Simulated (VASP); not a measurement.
Data:

```xyz
2
Lattice="0.0000 1.8192 1.8192 1.8192 0.0000 1.8192 1.8192 1.8192 0.0000" Properties=species:S:1:pos:R:3 pbc="T T T"
C      0.0000     0.0000     0.0000
C      0.9096     0.9096     0.9096
```

Calculation: PBE GGA, VASP's PBE PAW potentials (set 64) (plane waves; VASP). Settings: 520 eV cut-off, 12×12×12 Γ-centred mesh, Gaussian smearing of 0.050 eV, potentials C.

Q: Give the stress tensor in GPa (positive for a compressed cell).

A: 
```
-21.23    0.00    0.00
  0.00  -21.23    0.00
  0.00    0.00  -21.23
```
The pressure is its mean diagonal, -21.23 GPa.

The compound is C in the diamond structure. The cell was not relaxed at this level. The run is one of a series of settings (KPOINTS 12×12×12 Γ-centred mesh against the base run), some of them coarse on purpose.
